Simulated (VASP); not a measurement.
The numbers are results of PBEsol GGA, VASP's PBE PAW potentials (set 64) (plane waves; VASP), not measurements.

VASP input:

KPOINTS:
```
Automatic mesh
0
Gamma
14 14 14
0 0 0
```

INCAR:
```
SYSTEM=Nb
PREC=Accurate; ENCUT=480; LREAL=.FALSE.
LASPH=.TRUE.
EDIFF=1E-7; NELM=100; ALGO=Normal
LMAXMIX=4
ISMEAR=1; SIGMA=0.1
GGA=PS
ISIF=2
LWAVE=.FALSE.; LCHARG=.FALSE.
```

POSCAR:
```
Nb
1
   -1.6332446314     1.6332446314     1.6250784082
    1.6332446314    -1.6332446314     1.6250784082
    1.6332446314     1.6332446314    -1.6250784082
Nb
1
Direct
  0.0000000000   0.0000000000   0.0000000000
```

POTCAR, in this order: Nb_sv (PBE.64 set). Program: vasp_std.

Output

**OSZICAR**
```
       N       E                     dE             d eps       ncg     rms          rms(c)
DAV:   1     0.107680933495E+03    0.10768E+03   -0.72264E+03  4928   0.123E+03
DAV:   2    -0.662387133207E+01   -0.11430E+03   -0.11163E+03  5308   0.429E+02
DAV:   3    -0.111657882176E+02   -0.45419E+01   -0.43174E+01  7212   0.720E+01
DAV:   4    -0.113959078690E+02   -0.23012E+00   -0.22667E+00  6670   0.147E+01
DAV:   5    -0.114081874480E+02   -0.12280E-01   -0.12274E-01  7520   0.258E+00    0.785E+00
DAV:   6    -0.109922497108E+02    0.41594E+00   -0.79703E-01  7558   0.117E+01    0.277E+00
DAV:   7    -0.109414213767E+02    0.50828E-01   -0.23943E-01  7638   0.629E+00    0.931E-01
DAV:   8    -0.109455131919E+02   -0.40918E-02   -0.12742E-02  5556   0.169E+00    0.551E-02
DAV:   9    -0.109455477705E+02   -0.34579E-04   -0.94456E-04  8238   0.353E-01    0.401E-02
DAV:  10    -0.109455621599E+02   -0.14389E-04   -0.23979E-05  5808   0.645E-02    0.165E-02
DAV:  11    -0.109455565513E+02    0.56086E-05   -0.67077E-06  5564   0.501E-02    0.305E-03
DAV:  12    -0.109455566200E+02   -0.68778E-07   -0.24844E-07  5540   0.533E-03
   1 F= -.10945557E+02 E0= -.10945662E+02  d E =0.316919E-03
```

OUTCAR:
```
------------------------ aborting loop because EDIFF is reached ----------------------------------------
  FORCE on cell =-STRESS in cart. coord.  units (eV):
  Direction    XX          YY          ZZ          XY          YZ          ZX
  --------------------------------------------------------------------------------------
  Total        0.1210606      0.1210606      0.1891307      0.0000000     -0.0000000      0.0000000
  in kB       11.1860443     11.1860443     17.4757483      0.0000000     -0.0000000      0.0000000
  external PRESSURE =      13.2826123 kB  Pullay stress =       0.0000000 kB
  volume of cell :       17.34
      direct lattice vectors                 reciprocal lattice vectors
    -1.633244631  1.633244631  1.625078408     0.000000000  0.306139075  0.307677462
     1.633244631 -1.633244631  1.625078408     0.306139075  0.000000000  0.307677462
     1.633244631  1.633244631 -1.625078408     0.306139075  0.306139075  0.000000000
 POSITION                                       TOTAL-FORCE (eV/Angst)
 -----------------------------------------------------------------------------------
      0.00000      0.00000      0.00000         0.000000      0.000000      0.000000
 -----------------------------------------------------------------------------------
    total drift:                                0.000000     -0.000000      0.000000
  FREE ENERGIE OF THE ION-ELECTRON SYSTEM (eV)
  ---------------------------------------------------
  free  energy   TOTEN  =       -10.9455566200 eV

  energy  without entropy=      -10.9458735393  energy(sigma->0) =      -10.94566226
```
(Selected blocks of OUTCAR.)

The compound is Nb in the bcc structure. This cell was strained or had an atom moved on purpose.
